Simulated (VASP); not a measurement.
Output of a VASP run:

**OSZICAR**
```
       N       E                     dE             d eps       ncg     rms          rms(c)
DAV:   1     0.515350191308E+03    0.51535E+03   -0.21023E+04  2164   0.148E+03
DAV:   2     0.355326231172E+02   -0.47982E+03   -0.46673E+03  2252   0.413E+02
DAV:   3    -0.157454220358E+02   -0.51278E+02   -0.50147E+02  2492   0.162E+02
DAV:   4    -0.179634764123E+02   -0.22181E+01   -0.22063E+01  3344   0.310E+01
DAV:   5    -0.180569353774E+02   -0.93459E-01   -0.93396E-01  3556   0.470E+00    0.203E+01
DAV:   6    -0.171549601638E+02    0.90198E+00   -0.55214E+00  2400   0.158E+01    0.107E+01
DAV:   7    -0.170750495870E+02    0.79911E-01   -0.69658E-01  2836   0.875E+00    0.390E+00
DAV:   8    -0.170602204618E+02    0.14829E-01   -0.64164E-02  3136   0.309E+00    0.868E-01
DAV:   9    -0.170572803061E+02    0.29402E-02   -0.18543E-02  2956   0.110E+00    0.495E-01
DAV:  10    -0.170573406308E+02   -0.60325E-04   -0.40480E-03  3304   0.514E-01    0.110E-01
DAV:  11    -0.170572658947E+02    0.74736E-04   -0.53209E-04  2884   0.231E-01    0.591E-02
DAV:  12    -0.170572763427E+02   -0.10448E-04   -0.77652E-05  2880   0.748E-02    0.236E-02
DAV:  13    -0.170572767684E+02   -0.42564E-06   -0.10718E-05  3004   0.325E-02    0.134E-02
DAV:  14    -0.170572767170E+02    0.51369E-07   -0.58054E-07  1424   0.893E-03
   1 F= -.17057277E+02 E0= -.17049589E+02  d E =-.153745E-01
```

### OUTCAR
```
------------------------ aborting loop because EDIFF is reached ----------------------------------------
  FORCE on cell =-STRESS in cart. coord.  units (eV):
  Direction    XX          YY          ZZ          XY          YZ          ZX
  --------------------------------------------------------------------------------------
  Total        1.1663175      1.1663175      1.7356834      0.0000000      0.0000000     -0.0000000
  in kB       15.0081173     15.0081173     22.3346898      0.0000000      0.0000000     -0.0000000
  external PRESSURE =      17.4503081 kB  Pullay stress =       0.0000000 kB
  volume of cell :      124.51
      direct lattice vectors                 reciprocal lattice vectors
    -2.254103000  2.254103000  6.126235000     0.000000000  0.221817725  0.081616197
     2.254103000 -2.254103000  6.126235000     0.221817725  0.000000000  0.081616197
     2.254103000  2.254103000 -6.126235000     0.221817725  0.221817725  0.000000000
 POSITION                                       TOTAL-FORCE (eV/Angst)
 -----------------------------------------------------------------------------------
      0.00000      0.00000     12.22698         0.000000      0.000000     -0.059355
      2.25410      0.00000      2.83057        -0.000000     -0.000000      0.026450
      0.00000      2.25410      2.83057        -0.000000     -0.000000      0.026450
      0.00000      0.00000      4.69257         0.000000      0.000000      0.050276
      0.00000      0.00000      7.33715         0.000000      0.000000     -0.043822
 -----------------------------------------------------------------------------------
    total drift:                               -0.000002     -0.000002     -0.000188
  FREE ENERGIE OF THE ION-ELECTRON SYSTEM (eV)
  ---------------------------------------------------
  free  energy   TOTEN  =       -17.0572767170 eV

  energy  without entropy=      -17.0419021975  energy(sigma->0) =      -17.04958946
```
(Selected blocks of OUTCAR.)

**POSCAR**
```
SrIn3Au
1
   -2.2541030000     2.2541030000     6.1262350000
    2.2541030000    -2.2541030000     6.1262350000
    2.2541030000     2.2541030000    -6.1262350000
Sr In Au
1 3 1
Direct
  0.9979200000   0.9979200000   0.0000000000
  0.2310200000   0.7310200000   0.5000000000
  0.7310200000   0.2310200000   0.5000000000
  0.3829900000   0.3829900000   0.0000000000
  0.5988300000   0.5988300000   0.0000000000
```

**Question.** Write an INCAR and KPOINTS that could have produced this output.

**Answer.** One answer among several that fit: the input of the run itself, PBEsol GGA, plane waves, VASP's PBE PAW potentials (set 64).

**INCAR**
```
# general
SYSTEM   =  SrIn3Au
PREC     =  Accurate
ENCUT    =  300
LREAL    =  F
LASPH    =  T

# electronic loop
EDIFF    =  1E-6
NELM     =  100
ALGO     =  Normal
LMAXMIX  =  6

# smearing
ISMEAR   =  0
SIGMA    =  0.1

# functional
GGA      =  PS

# ions
ISIF     =  2

# output
LWAVE    =  F
LCHARG   =  F
```

KPOINTS:
```
Automatic mesh
0
Gamma
6 6 6
0 0 0
```

POTCAR, in this order: Sr_sv In_d Au (PBE.64 set). Program: vasp_std.

At this cut-off the stress carries a Pulay error, which pulls relaxed volumes low.

The structure comes from a computed database's SrIn3Au entry (I4mm); how it stands against other phases isn't given here. The cell was not relaxed at this level, and its volume differs by -5.9 % from the start's. The k-mesh is coarse (spacing up to 0.33 per Å, 2π included), so the numbers may not be converged in it.
